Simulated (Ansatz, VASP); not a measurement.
**CeC: VASP beside Ansatz**

```
Ce C
1.0
     0.00000    2.71136    2.71136
     2.71136    0.00000    2.71136
     2.71136    2.71136    0.00000
Ce C
1 1
Direct
  0.03688 0.96312 0.03688
  0.25000 0.25000 0.25000
```

Alike in both runs: task single point; functional PBEsol; k mesh 10 × 10 × 10; occupations gaussian, width 0.05 eV; no spin polarisation.

|  | VASP | Ansatz |
| --- | --- | --- |
| version | VASP 6.6.1 | Ansatz 0.2.0 |
| potentials or method | VASP PAW PBE potentials, release 64 (Ce, C) | scalar-relativistic, plane waves, PAW |
| plane-wave cutoff (eV) | 520 | 420 |
| valence electrons in the cell | 16 | 16 |

VASP gave:

| Item | Value |
| --- | --- |
| gap on the k mesh at the Fermi level (eV) | none |
| pressure (GPa) | 1.1 |
| largest component of the traceless stress (GPa) | 4.09 |
| rms of the force components (eV/Å) | 0.657 |

Task: Which values does Ansatz return?

Result: gap on the k mesh at the Fermi level (eV): none; pressure (GPa): 1.1; largest component of the traceless stress (GPa): 4.00; rms of the force components (eV/Å): 0.651.

Atom by atom the forces differ by 0.006 eV/Å (rms over components). A gap of «none» marks a metal or a gap that the smearing closes. With one functional, cell and mesh, what is left measures potentials, basis and numerics.

Caveats: the PAW data sets were made with another functional, which shifts forces and pressure a little (VASP); without U or exact exchange the open f shell lies at the Fermi level, which spoils levels, moments and volumes. The runs have no spin-orbit coupling, so splittings on Ce are missing. Spin polarisation is off, so any magnetic state and its effect on volume and gap are missing.
